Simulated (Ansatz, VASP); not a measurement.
# Cross-check of OsClF between VASP and Ansatz, part 2 of 2

Aim: how closely do two programs agree when they are given the same cell, functional and k mesh? Of the first pair: The structure shown is the start of the Ansatz relaxation below; VASP solves that cell, so the two are compared at the walk's first step.

VASP 6.6.1 and Ansatz 0.2.0.

So far. Step 4 (Comparison): The forces differ by 108 meV/Å r.m.s., which is 12.4 % of the r.m.s. force of 0.871 eV/Å (both taken over all components). With vacuum in the cell, a pressure given here is an average over mostly empty space and none of the material.

## (6) Ansatz: relaxation, PBEsol

Level of this step: Ansatz beside VASP: Kohn-Sham DFT, plane waves, PBEsol (Ansatz).

This run makes the geometry at which the two programs are then compared.

The structure compared here is the end of the Ansatz relaxation.

input.yaml

```yaml
crystal:
  lattice:
    - [3.20851698, 0.0, 0.0]
    - [-1.60425849, 2.7786572132, 0.0]
    - [0.0, 0.0, 32.4]
  atoms:
    - { symbol: Os, position: [0.0, 0.0, 0.5] }
    - { symbol: F, position: [0.3333333333, 0.6666666667, 0.5402389649] }
    - { symbol: Cl, position: [0.6666666667, 0.3333333333, 0.4597610351] }
  periodic: [true, true, false]
kpoints:
  mp_grid: { grid: [9, 9, 1] }
hamiltonian:
  xc: pbesol
scf:
  occupations: { method: fermi_dirac, width: 0.02 }
relax:
  f_tol: 0.01
  max_steps: 100
  cell: {}
```

On the command line:

```sh
$ ansatz run input.yaml --threads 8 --pin off --max-ram 13824MiB --backend cpu --events-out ev --progress --plain --runs-dir out
```

Numbers of over 12 decimals in the logs are rounded to 6 here.

The program printed:

```text
[...]
Crystal: 3 atoms, lattice volume = 288.858 Å³
Basis set: ecut = 420 eV, 5737 PW (Γ), exchange–correlation on 48×48×450 points (8 copies of the dense FFT grid, shifted against one another)
Bands: 19, of which v1, the nominal top of the filled ones, is band 15 counted from 1 (14 counted from 0)
Symmetry: 6 space group operations
[...]
k-points: 12 of 81 (time reversal used)
[...]
-0.000000      -0.000000       0.000000
  P = ½ c Tr σ = 0.0066 N/m
--- Relaxed structure (7 steps of the walk, 7 accepted, 2 SCFs on fresh bases) ---
[...]
cell:  # Å, volume = 331.3982 Å³
    - [3.436666, 0, 0]
    - [-1.718333, 2.976240, 0]
    - [0, 0, 32.4]
  atoms:
    - { symbol: Os, position: [-1.362309099835958e-19, 0, 0.499878] }
    - { symbol: F, position: [0.333333, 0.666667, 0.532473] }
    - { symbol: Cl, position: [0.666667, 0.333333, 0.467649] }
[key lines of the parts left out:]
SCF converged after 7 iterations
Free energy (F): -13109.766776 eV
Fermi energy:    -4.193291 eV
```

## (7) VASP: single point, PBEsol, relaxed cell, pair 2

The same cell, functional, mesh and smearing now go to VASP, with its own data sets.

INCAR

```
SYSTEM = OsClF
PREC = Accurate
ENCUT = 520
EDIFF = 1E-06
NELM = 120
ISMEAR = -1
SIGMA = 0.02
LREAL = .FALSE.
ALGO = Normal
GGA = PS
NBANDS = 17
LASPH = .TRUE.
LORBIT = 11
LWAVE = .FALSE.
LCHARG = .FALSE.
ISIF = 2
LDIPOL = .TRUE.
IDIPOL = 3
DIPOL = 0.5 0.5 0.5
LVHAR = .TRUE.
GGA_COMPAT = .FALSE.
EFERMI = MIDGAP
NELMDL = -8
```

POSCAR

```
OsClF
1.0
    3.4366655230      0.0000000000      0.0000000000
   -1.7183327615      2.9762396473      0.0000000000
    0.0000000000      0.0000000000     32.4000000000
Os F Cl
1 1 1
Direct
    0.0000000000      0.0000000000      0.4998784864
    0.3333333333      0.6666666667      0.5324730018
    0.6666666667      0.3333333333      0.4676485118
```

KPOINTS

```
Automatic mesh
0
Gamma
9 9 1
0 0 0
```

Potentials, in the order of the species: Os, F and Cl (PBE family, release 64).

On the command line:

```sh
$ mpirun -np 1 vasp_std
```

The program printed:

```text
[banner, memory and clock lines left out]
running    1 mpi-ranks, on    1 nodes
[...]
[... a notice as in an earlier step ...]

 LDA part: xc-table for (Slater+PW92), standard interpolation
 POSCAR, INCAR and KPOINTS ok, starting setup
[...]
entering main loop
       N       E                     dE             d eps       ncg     rms          rms(c)
DAV:   1     0.201868511610E+03    0.20187E+03   -0.74917E+03   432   0.914E+02
DAV:   2     0.113189930691E+02   -0.19055E+03   -0.18256E+03   743   0.214E+02
DAV:   3    -0.167555558865E+02   -0.28075E+02   -0.27911E+02   543   0.100E+02
DAV:   4    -0.172598723942E+02   -0.50432E+00   -0.50291E+00   574   0.164E+01
[...]
DAV:  25    -0.164087561278E+02   -0.16217E-05   -0.62189E-08   402   0.116E-03    0.741E-04
DAV:  26    -0.164087586733E+02   -0.25455E-05   -0.69825E-08   369   0.109E-03    0.617E-04
DAV:  27    -0.164087596514E+02   -0.97804E-06   -0.24003E-08   406   0.674E-04
   1 F= -.16408760E+02 E0= -.16408760E+02  d E =-.393071E-15
```

Parts of OUTCAR (step 7):

```text
  Total        0.4545838      0.4545838      0.2162625      0.0000000      0.0000000     -0.0000000
  in kB        2.1977302      2.1977302      1.0455424      0.0000000      0.0000000     -0.0000000
  external PRESSURE =       1.8136676 kB  Pullay stress =       0.0000000 kB

 POSITION                                       TOTAL-FORCE (eV/Angst)
 -----------------------------------------------------------------------------------
      0.00000      0.00000     16.19606        -0.000000      0.000000      0.189700
     -0.00000      1.98416     17.25213         0.000000     -0.000000      0.040723
      1.71833      0.99208     15.15181        -0.000000      0.000000     -0.230423
 -----------------------------------------------------------------------------------
    total drift:                                0.000001     -0.000001      0.000015

  FREE ENERGIE OF THE ION-ELECTRON SYSTEM (eV)
  ---------------------------------------------------
  free  energy   TOTEN  =       -16.4087596514 eV

  energy  without entropy=      -16.4087596514  energy(sigma->0) =      -16.40875965

[... 1 part as in an earlier step ...]

[... 2 further parts left out ...]
[key lines of the parts left out:]
E-fermi :  -2.8104
```

## (8) Differences

What differs besides the data sets and the points named for the pairs above, as far as they apply: the data sets hold 30 valence electrons in Ansatz (on its default PAW (the set named soft_2) files) and 22 in VASP. Total energies have different zeros and are not compared.

Both answers:

```csv
quantity,Ansatz,VASP,difference
gap on the k mesh (eV),1.372,1.364,+0.008
```

Forces (eV/Å; atoms numbered as in POSCAR):

```csv
atom,"Ansatz x, y, z","VASP x, y, z"
Os1,"0.000, 0.000, 0.000","0.000, 0.000, 0.190"
F2,"0.000, 0.000, 0.000","0.000, 0.000, 0.041"
Cl3,"0.000, 0.000, 0.000","0.000, 0.000, -0.230"
```

The forces differ by 100 meV/Å r.m.s., where the r.m.s. force is 0.000 eV/Å in Ansatz and 0.100 eV/Å in VASP: the atoms lie near their places of rest in Ansatz, so a percentage would say little (all taken over all components). A gap on the mesh is an upper bound, since the band edges may lie between its points; neither run holds spin-orbit coupling, which can move the band edges of a compound of Os. With vacuum in the cell, a pressure given here is an average over mostly empty space and none of the material.

## (9) Summary of results

```
r.m.s. force difference (single point, PBEsol, start cell, pair 1)   : 12 % of the r.m.s. force
r.m.s. force difference (single point, PBEsol, relaxed cell, pair 2) : 100 meV/Å
```

In words: The r.m.s. force difference is 100 meV/Å (single point, PBEsol, relaxed cell, pair 2), beyond the 12 meV/Å picked in this series as the mark of a large difference. The data sets hold unlike numbers of valence electrons (30 in Ansatz and 22 in VASP), so part of the differences comes from the potentials. Single point, PBEsol, start cell, pair 1, VASP with the data sets Os_sv_GW, F and Cl: r.m.s. force difference goes from 108 to 40 meV/Å. What causes the difference of the single point, PBEsol, relaxed cell, pair 2 pair stays open here. Such differences can come from data sets, numerical settings and the points named under the comparisons, not from the functional's error against experiment.

[Lines on the potential files, build, host, timing and source positions are cut from VASP's logs without a mark.]

[Logs are printed without paths, hosts, clocks, repeated set-up lines and the standing remarks that a program may print on its own settings, such as how far it seeks lower states.]

[Hosts, paths, dates, database ids (printed as entryN), source tags and the programs' standing remarks are cut or masked in the printed files.]
